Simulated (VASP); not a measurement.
These are PBE GGA, VASP's PBE PAW potentials (set 64) (plane waves; VASP) values and carry that method's errors.

VASP ran on this input.

INCAR:
```
# general
SYSTEM   =  FePt
PREC     =  Accurate
ENCUT    =  400
LREAL    =  .FALSE.
LASPH    =  .TRUE.   # aspherical one-centre terms

# electronic loop
EDIFF    =  1E-6   # SCF stop (eV)
NELM     =  100   # most electronic steps
ALGO     =  Normal
LMAXMIX  =  6

# smearing
ISMEAR   =  -1
SIGMA    =  0.02   # width (eV)

# functional
GGA      =  PE   # PBE

# spin
ISPIN    =  2
MAGMOM   =  3.0 0.0

# ions
ISIF     =  2   # forces and stress, cell fixed

# output
LWAVE    =  .FALSE.
LCHARG   =  .FALSE.
LORBIT   =  10
```

KPOINTS:
```
Automatic mesh
0
Gamma
12 12 9
0 0 0
```

### POSCAR
```
FePt
1
    2.6556720000     0.0000000000     0.0000000000
    0.0000000000     2.7381800000     0.0000000000
    0.0000000000     0.0000000000     3.6336920000
Fe Pt
1 1
Direct
  0.0000000000   0.0000000000   0.0000000000
  0.5148810000   0.5000000000   0.5000000000
```

POTCAR, in this order: Fe Pt (PBE.64 set). Program: vasp_std.

Output of the run:

File OSZICAR:
```
       N       E                     dE             d eps       ncg     rms          rms(c)
DAV:   1     0.777551204225E+02    0.77755E+02   -0.74439E+03 15372   0.109E+03
DAV:   2    -0.135245148848E+02   -0.91280E+02   -0.81601E+02 15022   0.231E+02
DAV:   3    -0.160592132627E+02   -0.25347E+01   -0.24730E+01 18460   0.471E+01
DAV:   4    -0.160854419907E+02   -0.26229E-01   -0.26221E-01 16939   0.413E+00
DAV:   5    -0.160861890564E+02   -0.74707E-03   -0.74705E-03 19716   0.787E-01    0.177E+01
DAV:   6    -0.166960626345E+02   -0.60987E+00   -0.11525E+01 15883   0.780E+01    0.205E+01
DAV:   7    -0.148853816645E+02    0.18107E+01   -0.76751E+00 18841   0.768E+01    0.922E+00
DAV:   8    -0.147995616412E+02    0.85820E-01   -0.45726E-01 18179   0.111E+01    0.443E+00
DAV:   9    -0.147281770920E+02    0.71385E-01   -0.13777E-01 21428   0.793E+00    0.193E+00
DAV:  10    -0.147182368148E+02    0.99403E-02   -0.31989E-02 22684   0.343E+00    0.656E-01
DAV:  11    -0.147179664087E+02    0.27041E-03   -0.26673E-03 20281   0.884E-01    0.259E-01
DAV:  12    -0.147179143431E+02    0.52066E-04   -0.19286E-04 21434   0.211E-01    0.848E-02
DAV:  13    -0.147179263410E+02   -0.11998E-04   -0.48459E-05 18911   0.860E-02    0.347E-02
DAV:  14    -0.147179229590E+02    0.33820E-05   -0.90084E-06 17999   0.692E-02    0.107E-02
DAV:  15    -0.147179229631E+02   -0.40654E-08   -0.17149E-06 11306   0.305E-02
   1 F= -.14717923E+02 E0= -.14716985E+02  d E =-.187545E-02  mag=     3.2344
```

### OUTCAR
```
------------------------ aborting loop because EDIFF is reached ----------------------------------------
  FORCE on cell =-STRESS in cart. coord.  units (eV):
  Direction    XX          YY          ZZ          XY          YZ          ZX
  --------------------------------------------------------------------------------------
  Total        2.9630648      1.2569806      2.6236338      0.0000000      0.0000000      0.0000000
  in kB      179.6665339     76.2174875    159.0850098      0.0000000      0.0000000      0.0000000
  external PRESSURE =     138.3230104 kB  Pullay stress =       0.0000000 kB
  volume of cell :       26.42
      direct lattice vectors                 reciprocal lattice vectors
     2.655672000  0.000000000  0.000000000     0.376552526  0.000000000  0.000000000
     0.000000000  2.738180000  0.000000000     0.000000000  0.365206086  0.000000000
     0.000000000  0.000000000  3.633692000     0.000000000  0.000000000  0.275202191
 POSITION                                       TOTAL-FORCE (eV/Angst)
 -----------------------------------------------------------------------------------
      0.00000      0.00000      0.00000         0.208443      0.000000      0.000000
      1.36736      1.36909      1.81685        -0.208443      0.000000      0.000000
 -----------------------------------------------------------------------------------
    total drift:                                0.000012      0.000000      0.000000
  FREE ENERGIE OF THE ION-ELECTRON SYSTEM (eV)
  ---------------------------------------------------
  free  energy   TOTEN  =       -14.7179229631 eV

  energy  without entropy=      -14.7160475157  energy(sigma->0) =      -14.71698524

 total charge

# of ion       s       p       d       tot
------------------------------------------
    1        0.428   0.491   6.165   7.084
    2        0.738   0.718   8.085   9.540
--------------------------------------------------
tot          1.166   1.209  14.250  16.625

 magnetization (x)

# of ion       s       p       d       tot
------------------------------------------
    1        0.005  -0.007   2.861   2.859
    2       -0.026  -0.068   0.436   0.342
--------------------------------------------------
tot         -0.021  -0.075   3.297   3.201
```
(Selected blocks of OUTCAR.)

File OUTCAR:
```
 val. band max:        9.2938293366   @ k =   0.4167   0.1667   0.3333

 cond. band min:       9.2963498334   @ k =   0.0000   0.0000   0.2222


 Fermi energy:         9.2946096370

 spin component 1

 k-point     1 :       0.0000    0.0000    0.0000
  band No.  band energies     occupation
      1      -0.6283      1.00000
      2       2.6310      1.00000
      3       2.7916      1.00000
      4       5.5624      1.00000
      5       5.9003      1.00000
      6       6.3928      1.00000
      7       7.1683      1.00000
      8       7.4825      1.00000
      9       8.8216      1.00000
     10       9.0265      1.00000
     11       9.0353      1.00000
     12      11.8415      0.00000
     13      19.8852      0.00000
     14      20.4734      0.00000
     15      21.7350      0.00000

 k-point     2 :       0.0833    0.0000    0.0000
  band No.  band energies     occupation
      1      -0.4330      1.00000
      2       2.7521      1.00000
      3       2.9177      1.00000
      4       5.6213      1.00000
      5       5.8097      1.00000
      6       6.4588      1.00000
      7       7.1123      1.00000
      8       7.4674      1.00000
      9       8.4524      1.00000
     10       8.6247      1.00000
     11       8.9720      1.00000
     12      12.6047      0.00000
     13      19.6801      0.00000
     14      20.8394      0.00000
     15      20.8490      0.00000

 k-point     3 :       0.1667    0.0000    0.0000
  band No.  band energies     occupation
      1       0.1206      1.00000
      2       3.0136      1.00000
      3       3.3617      1.00000
      4       5.5480      1.00000
      5       5.7939      1.00000
      6       6.6009      1.00000
      7       6.9595      1.00000
      8       7.4765      1.00000
      9       7.4946      1.00000
     10       8.1346      1.00000
     11       8.8112      1.00000
     12      14.1189      0.00000
     13      18.1938      0.00000
...
```

Unless said otherwise, spin-orbit coupling is left out, though it shifts the bands of the heavy elements here.

The compound is FePt in the L1_0 structure. The cell was not relaxed at this level, atoms are displaced from their ideal sites. The run is one of a series of settings (ISMEAR = -1, SIGMA = 0.02 against the base run), some of them coarse on purpose.
